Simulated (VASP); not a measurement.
Given:

```
CELL_PARAMETERS angstrom
      4.76104     0.00000     0.00000
      0.00000     4.76104     0.00000
      0.00000     0.00000     3.12517
ATOMIC_POSITIONS crystal
  Mg 0.00000 0.00000 0.00000
  Mg 0.50000 0.50000 0.50000
  F  0.30386 0.30386 0.00000
  F  0.80386 0.19614 0.50000
  F  0.19614 0.80386 0.50000
  F  0.69614 0.69614 0.00000
```

Computed with RPBE GGA, VASP's PBE PAW potentials (set 64) (plane waves; VASP 6.6.1). Settings: 520 eV cut-off, Gaussian smearing of 0.050 eV, potentials Mg F.

### Question
Give the energies of bands 5 to 18 at the high-symmetry points, in eV from the valence-band maximum.

### Answer

```
band      Γ      X      M      Z      R      A
----  -----  -----  -----  -----  -----  -----
5     -3.72  -3.03  -2.84  -2.73  -2.86  -3.41
6     -2.13  -3.03  -2.84  -2.73  -2.86  -3.41
7     -1.89  -1.56  -1.88  -2.23  -2.68  -2.67
8     -1.89  -1.56  -1.88  -2.23  -2.68  -2.67
9     -1.72  -1.43  -1.20  -2.01  -1.87  -1.37
10    -1.72  -1.43  -1.20  -2.01  -1.87  -1.37
11    -1.11  -1.24  -1.16  -1.32  -1.22  -1.30
12    -1.11  -1.24  -1.16  -1.32  -1.22  -1.30
13    -0.70  -0.91  -0.85  -0.97  -0.66  -0.53
14    -0.30  -0.91  -0.85  -0.97  -0.66  -0.53
15    -0.30  -0.34  -0.67  -0.75  -0.58  -0.45
16     0.00  -0.34  -0.67  -0.75  -0.58  -0.45
17     6.85   9.15  10.63  11.45  12.43  12.66
18    12.01   9.15  10.63  11.45  12.43  12.66
```

The gap is direct, 6.85 eV, from the valence maximum at Γ to the conduction minimum at Γ.

Measured: gap 12.40 eV (computed value off by -5.55 eV), as given by Andrés Aguado et al., Journal of the Physical Society of Japan (1999), arXiv:cond-mat/9901145.

The compound is MgF2 in the rutile structure. It was relaxed first, which changed the volume by +9 %.
